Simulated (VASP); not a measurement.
VASP ran on this input.

### INCAR
```
ALGO  =  Normal
EDIFF  =  1E-6
EDIFFG  =  -0.02
ENCUT  =  500
IBRION  =  2
ISIF  =  3
ISMEAR  =  1
LASPH  =  .TRUE.
LCHARG  =  .FALSE.
LMAXMIX  =  4
LREAL  =  .FALSE.
LWAVE  =  .FALSE.
NELM  =  100
NSW  =  40
PREC  =  Accurate
SIGMA  =  0.1
SYSTEM  =  CoAl
```

KPOINTS:
```
Automatic mesh
0
Gamma
13 13 13
0 0 0
```

File POSCAR:
```
CoAl
1
    2.7950758518     0.0000000000     0.0000000000
    0.0000000000     2.7950758518    -0.0000000000
    0.0000000000     0.0000000000     2.7950758518
Al Co
1 1
Direct
  0.5000000000   0.5000000000   0.5000000000
  0.0000000000   0.0000000000   0.0000000000
```

POTCAR, in this order: Al Co (LDA.64 set). Program: vasp_std.

Question: Translate this LDA calculation to Quantum ESPRESSO's pw.x.

Answer: One equivalent input (not run):
```
&CONTROL
  calculation = 'vc-relax'
  pseudo_dir = './pseudo'
  outdir = './out'
  tprnfor = .true.
  tstress = .true.
  nstep = 40
  forc_conv_thr = 0.00078
/
&SYSTEM
  ibrav = 0
  nat = 2
  ntyp = 2
  ecutwfc = 96
  occupations = 'smearing'
  smearing = 'methfessel-paxton'
  degauss = 0.00735
  input_dft = 'pz'
/
&ELECTRONS
  conv_thr = 7.3e-08
  electron_maxstep = 100
/
&IONS
/
&CELL
/
ATOMIC_SPECIES
  Al 26.982 Al.upf
  Co 58.933 Co.upf
CELL_PARAMETERS angstrom
     2.7950759    0.0000000    0.0000000
     0.0000000    2.7950759   -0.0000000
     0.0000000    0.0000000    2.7950759
ATOMIC_POSITIONS crystal
  Al   0.5000000  0.5000000  0.5000000
  Co   0.0000000  0.0000000  0.0000000
K_POINTS automatic
  13 13 13 0 0 0
```
What does not carry over: the potentials are each code's own (VASP's PAW set, PseudoDojo norm-conserving files in pw.x), so ENCUT and ecutwfc are chosen apart and not converted; conv_thr bounds pw.x's estimated SCF error, while EDIFF bounds the energy change between steps; forc_conv_thr acts on force components and is met together with etot_conv_thr.

The compound is CoAl in the CsCl type structure. It was relaxed first, which changed the volume by -7 %.
